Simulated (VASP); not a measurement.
A convergence study with VASP on SiO2 (rutile): one setting is varied, all else stays as given below, so the limit is that of these other settings.

```
CELL_PARAMETERS angstrom
      4.18000     0.00000     0.00000
      0.00000     4.18000     0.00000
      0.00000     0.00000     2.67000
ATOMIC_POSITIONS crystal
  Si 0.00000 0.00000 0.00000
  Si 0.50000 0.50000 0.50000
  O  0.30600 0.30600 0.00000
  O  0.80600 0.19400 0.50000
  O  0.19400 0.80600 0.50000
  O  0.69400 0.69400 0.00000
```

These are PBEsol GGA, VASP's PBE PAW potentials (set 64) (plane waves; VASP) values and carry that method's errors. The tightest run used: 700 eV cut-off, 11×11×17 Γ-centred mesh, Gaussian smearing of 0.050 eV, potentials Si O.

### Question
The settings run are 1×1×1 mesh; 1×1×2 mesh; 2×2×3 mesh; 3×3×4 mesh; 3×3×5 mesh; 4×4×6 mesh; 5×5×7 mesh; 5×5×8 mesh; 6×6×9 mesh; 7×7×10 mesh; 7×7×11 mesh; 8×8×12 mesh; 9×9×13 mesh; 9×9×14 mesh; 10×10×15 mesh; 11×11×16 mesh; 11×11×17 mesh. From which on does the stress (every component) stay within 0.5 GPa of the tightest run?

### Answer
From 3×3×4 mesh on: it is off by 0.39 there and by no more than 0.5 in any finer run, while 2×2×3 mesh is off by 1.85.
```csv
setting,E (eV/atom),pressure (GPa),largest force (eV/Å),irreducible k-points,difference judged (GPa)
1×1×1 mesh,-6.0447,26.42,3.342,1,49.45
1×1×2 mesh,-8.1642,-4.77,0.003,2,14.25
2×2×3 mesh,-8.1479,3.60,0.074,6,1.85
3×3×4 mesh,-8.1651,3.56,0.093,9,0.39
3×3×5 mesh,-8.1671,3.54,0.093,9,0.06
4×4×6 mesh,-8.1676,3.56,0.093,24,0.02
5×5×7 mesh,-8.1677,3.56,0.093,24,0.01
5×5×8 mesh,-8.1677,3.56,0.093,30,0.00
6×6×9 mesh,-8.1677,3.56,0.093,50,0.00
7×7×10 mesh,-8.1677,3.56,0.093,60,0.00
7×7×11 mesh,-8.1677,3.56,0.093,60,0.00
8×8×12 mesh,-8.1677,3.56,0.093,105,0.00
9×9×13 mesh,-8.1677,3.56,0.093,105,0.00
9×9×14 mesh,-8.1677,3.56,0.093,120,0.00
10×10×15 mesh,-8.1677,3.56,0.093,168,0.00
11×11×16 mesh,-8.1677,3.56,0.093,189,0.00
11×11×17 mesh,-8.1677,3.56,0.093,189,0.00
```

Left out are rungs that failed or repeat a setting and relaxations that didn't move; long series are thinned to 24 rows.

The compound is SiO2 in the rutile structure, stishovite, a high-pressure form. The cell was not relaxed at this level, forces remain on its atoms.
